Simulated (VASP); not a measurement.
Set up this calculation in VASP 6.6.1, as the native input.

| Property | Result |
| --- | --- |
| Task | relaxation of the atoms |
| Functional | PBEsol |
| Potentials or basis | VASP PAW PBE potentials, release 64 (Cr_pv, Mo_sv, S) |
| Cutoff | 350 eV |
| k mesh | 3 × 3 × 2 |
| Occupations | gaussian, width 0.03 eV |
| Spin | collinear spin, ferromagnetic start |
| Starting moments | [1.0, 0.0, 0.0, 0.0, 0.0, 0.0, 0.0, 0.0, 0.0, 0.0, 0.0, 0.0, 0.0, 0.0, 0.0, 0.0, 0.0, 0.0, 0.0, 0.0, 0.0, 0.0, 0.0, 0.0] μB |
| Hubbard terms | Cr d U = 3 eV |
| Dq | 1 |
| Further INCAR settings | LREAL = Auto; ALGO = Normal; EDIFF = 1e-05; IBRION = 2; EDIFFG = -0.03; NSW = 40; NELECT = 205.0 |

The structure of CrMo7S16 (a cell with a defect) lies in POSCAR:

```
CrMo7S16
1.0
    6.3379960990      0.0000000000      0.0000000000
   -3.1689980495      5.4888656308      0.0000000000
    0.0000000000      0.0000000000     12.3240000000
Cr Mo S
1 7 16
Direct
    0.1666666667      0.3333333333      0.2500000000
    0.1666666667      0.8333333333      0.2500000000
    0.6666666667      0.3333333333      0.2500000000
    0.6666666667      0.8333333333      0.2500000000
    0.3333333333      0.1666666667      0.7500000000
    0.3333333333      0.6666666667      0.7500000000
    0.8333333333      0.1666666667      0.7500000000
    0.8333333333      0.6666666667      0.7500000000
    0.1666666667      0.3333333333      0.6230000000
    0.1666666667      0.8333333333      0.6230000000
    0.6666666667      0.3333333333      0.6230000000
    0.6666666667      0.8333333333      0.6230000000
    0.3333333333      0.1666666667      0.1230000000
    0.3333333333      0.6666666667      0.1230000000
    0.8333333333      0.1666666667      0.1230000000
    0.8333333333      0.6666666667      0.1230000000
    0.1666666667      0.3333333333      0.8770000000
    0.1666666667      0.8333333333      0.8770000000
    0.6666666667      0.3333333333      0.8770000000
    0.6666666667      0.8333333333      0.8770000000
    0.3333333333      0.1666666667      0.3770000000
    0.3333333333      0.6666666667      0.3770000000
    0.8333333333      0.1666666667      0.3770000000
    0.8333333333      0.6666666667      0.3770000000
```

One way to write it, as run:

INCAR

```
SYSTEM = CrMo7S16
  ALGO = Normal
  EDIFF = 1E-5
  EDIFFG = -0.03
  ENCUT = 350
  GGA = PS
  IBRION = 2
  ISIF = 2
  ISMEAR = 0
  ISPIN = 2
  KPAR = 4
  LASPH = .TRUE.
  LCHARG = .FALSE.
  LDAU = .TRUE.
  LDAUJ = 0 0 0
  LDAUL = 2 -1 -1
  LDAUPRINT = 1
  LDAUTYPE = 2
  LDAUU = 3 0 0
  LMAXMIX = 4
  LORBIT = 11
  LREAL = Auto
  LWAVE = .FALSE.
  MAGMOM = 1 0 0 0 0 0 0 0 0 0 0 0 0 0 0 0 0 0 0 0 0 0 0 0
  NELECT = 205.0
  NELM = 120
  NSW = 40
  PREC = Accurate
  SIGMA = 0.03
```

KPOINTS

```
k-points
0
G
  3 3 2
  0 0 0
```

Potentials or basis: VASP PAW PBE potentials, release 64 (Cr_pv, Mo_sv, S).

Run with:

```console
$ cat potpaw_PBE.64/Cr_pv/POTCAR potpaw_PBE.64/Mo_sv/POTCAR potpaw_PBE.64/S/POTCAR > POTCAR
$ mpirun -np 4 vasp_std > vasp.out
```

It gave:

| Item | Value |
| --- | --- |
| Energy gained by relaxing | 12.1 meV/atom |
| Ionic steps | 6 |
| Largest force after relaxing | 0.022 eV/Å |
| Band gap on the k mesh | none (metal or under the smearing width) |
| Net moment | 0.00 μB per cell |
| Valence electrons inside the program's atomic spheres | Cr 10.87; Mo 12.46; S 3.66, 3.65 |

Caveat: the k mesh is coarse (spacing up to 0.38 Å⁻¹), so the values aren't converged; the cell is charged against a uniform background, so pressure and absolute levels hang on convention; the PAW data sets were made with another functional, which shifts forces and pressure a little.

It took 32 min on 4 MPI ranks on Intel(R) Xeon(R) 6975P-C (Granite Rapids), on a shared host, peak memory 0.61 GiB a rank.
